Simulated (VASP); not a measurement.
Data:

```
KZnF3
1.0
    4.09420     0.00000     0.00000
    0.00000     4.09420     0.00000
    0.00000     0.00000     4.09420
K Zn F
1 1 3
Cartesian
  0.00000   0.00000   0.00000
  2.04710   2.04710   2.04710
  2.04710   0.00000   2.04710
  0.00000   2.04710   2.04710
  2.04710   2.04710   0.00000
```

Computed with TPSS meta-GGA, VASP's PBE PAW potentials (set 64) (plane waves; VASP 6.6.1). Settings: 520 eV cut-off, 6×6×6 Γ-centred mesh, tetrahedra with Blöchl corrections, potentials K_sv Zn F.

The cores are frozen, which limits the accuracy of field gradients.

Question: Give the principal components of the electric field gradient (V/Å²) and the asymmetry η at each nucleus.

Answer: 
```json
[
 {"atom": "K1", "Vxx": "0.0", "Vyy": "0.0", "Vzz": "0.0", "η": "-"},
 {"atom": "Zn2", "Vxx": "0.0", "Vyy": "0.0", "Vzz": "0.0", "η": "-"},
 {"atom": "F3", "Vxx": "-51.6", "Vyy": "-51.6", "Vzz": "103.3", "η": "0.00"},
 {"atom": "F4", "Vxx": "-51.6", "Vyy": "-51.6", "Vzz": "103.3", "η": "0.00"},
 {"atom": "F5", "Vxx": "-51.6", "Vyy": "-51.6", "Vzz": "103.3", "η": "0.00"}
]
```

The compound is KZnF3 in the cubic perovskite structure. It was relaxed first.
